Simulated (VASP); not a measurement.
Method: PBEsol GGA with spin-orbit coupling, VASP's PBE PAW potentials (set 64) (plane waves; VASP 6.6.1).

The input files of a VASP run:

KPOINTS_OPT:
```
k-points along high-symmetry lines
8
Line-mode
Reciprocal
  0.000000   0.000000   0.000000 ! GAMMA
  0.500000   0.000000   0.500000 ! X

  0.500000   0.000000   0.500000 ! X
  0.625000   0.250000   0.625000 ! U

  0.375000   0.375000   0.750000 ! K
  0.000000   0.000000   0.000000 ! GAMMA

  0.000000   0.000000   0.000000 ! GAMMA
  0.500000   0.500000   0.500000 ! L

  0.500000   0.500000   0.500000 ! L
  0.500000   0.250000   0.750000 ! W

  0.500000   0.250000   0.750000 ! W
  0.500000   0.000000   0.500000 ! X
```

### KPOINTS
```
Automatic mesh
0
Gamma
11 11 11
0 0 0
```

### INCAR
```
ALGO  =  Normal
EDIFF  =  1E-6
ENCUT  =  400
GGA  =  PS
GGA_COMPAT  =  .FALSE.
ISMEAR  =  0
LASPH  =  .TRUE.
LCHARG  =  .FALSE.
LMAXMIX  =  6
LREAL  =  .FALSE.
LSORBIT  =  .TRUE.
LWAVE  =  .FALSE.
MAGMOM  =  6*0
NELM  =  100
PREC  =  Accurate
SIGMA  =  0.05
SYSTEM  =  TaSi
```

File POSCAR:
```
TaSi
1
    0.0000000000     2.5524873184     2.5524873184
    2.5524873184     0.0000000000     2.5524873184
    2.5524873184     2.5524873184    -0.0000000000
Si Ta
1 1
Direct
  0.0000000000   0.0000000000   0.0000000000
  0.5000000000   0.5000000000   0.5000000000
```

POTCAR, in this order: Si Ta_pv (PBE.64 set). Program: vasp_ncl.

What does the run give for the energy per atom (σ→0), band gap (over mesh and band path)?

| Item | Value |
|---|---|
| energy per atom (σ→0) | -9.572 eV/atom |
| band gap (over mesh and band path) | none (metal, semimetal or under 0.01 eV) |

OSZICAR:
```
...
DAV:   8    -0.191467159183E+02    0.85773E-02   -0.31265E-02  2714   0.138E+00    0.983E-01
DAV:   9    -0.191456974852E+02    0.10184E-02   -0.18001E-03  2964   0.386E-01    0.185E-01
DAV:  10    -0.191455623752E+02    0.13511E-03   -0.14085E-03  2826   0.279E-01    0.780E-02
DAV:  11    -0.191455516965E+02    0.10679E-04   -0.30142E-04  2780   0.157E-01    0.232E-02
DAV:  12    -0.191455428096E+02    0.88869E-05   -0.30322E-05  2906   0.512E-02    0.349E-03
DAV:  13    -0.191455427280E+02    0.81609E-07   -0.20888E-06  2632   0.119E-02
   1 F= -.19145543E+02 E0= -.19143799E+02  d E =-.348787E-02  mag=    -0.0000    -0.0000     0.0000
       N       E                     dE             ncg
```

The structure was generated: TaSi was put into the rocksalt type (Fm-3m), which need not be its known phase. It was relaxed first, which changed the volume by -21 %.
